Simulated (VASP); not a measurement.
An input for Quantum ESPRESSO's pw.x (written as the equivalent of a VASP run, and not itself run):

```
&CONTROL
  calculation = 'vc-relax'
  pseudo_dir = './pseudo'
  outdir = './out'
  tprnfor = .true.
  tstress = .true.
  nstep = 60
  forc_conv_thr = 0.00039
/
&SYSTEM
  ibrav = 0
  nat = 2
  ntyp = 2
  ecutwfc = 80
  occupations = 'smearing'
  smearing = 'methfessel-paxton'
  degauss = 0.00735
  input_dft = 'pz'
/
&ELECTRONS
  conv_thr = 7.3e-08
  electron_maxstep = 100
/
&IONS
/
&CELL
/
ATOMIC_SPECIES
  Y 88.906 Y.upf
  As 74.922 As.upf
CELL_PARAMETERS angstrom
     0.0000000    2.9129400    2.9129400
     2.9129400    0.0000000    2.9129400
     2.9129400    2.9129400    0.0000000
ATOMIC_POSITIONS crystal
  Y    0.0000000  0.0000000  0.0000000
  As   0.5000000  0.5000000  0.5000000
K_POINTS automatic
  10 10 10 0 0 0
```

Task: Translate this input to VASP (INCAR, KPOINTS, POSCAR, choice of POTCAR).

Result: This is not unique; one that fits is 
File KPOINTS:
```
Automatic mesh
0
Gamma
10 10 10
0 0 0
```

INCAR:
```
! general
SYSTEM   =  YAs
PREC     =  Accurate
ENCUT    =  400
LREAL    =  .FALSE.
LASPH    =  .TRUE.

! electronic loop
EDIFF    =  1E-6
NELM     =  100
ALGO     =  Normal
LMAXMIX  =  4

! smearing
ISMEAR   =  1
SIGMA    =  0.1

! ions
IBRION   =  2
NSW      =  60
ISIF     =  3
EDIFFG   =  -0.01

! output
LWAVE    =  .FALSE.
LCHARG   =  .FALSE.
```

**POSCAR**
```
YAs
1
    0.0000000000     2.9129400000     2.9129400000
    2.9129400000     0.0000000000     2.9129400000
    2.9129400000     2.9129400000     0.0000000000
Y As
1 1
Direct
  0.0000000000   0.0000000000   0.0000000000
  0.5000000000   0.5000000000   0.5000000000
```

POTCAR, in this order: Y_sv As (LDA.64 set). Program: vasp_std.

The two are equivalent in intent, not identical: the potentials are each code's own (VASP's PAW set, PseudoDojo norm-conserving files in pw.x), so ENCUT and ecutwfc are chosen apart and not converted; conv_thr bounds pw.x's estimated SCF error, while EDIFF bounds the energy change between steps; forc_conv_thr acts on force components and is met together with etot_conv_thr.

The structure comes from a computed database's YAs entry (Fm-3m); how it stands against other phases isn't given here. This run relaxes it. Symmetry was kept, so distortions that lower it aren't found.
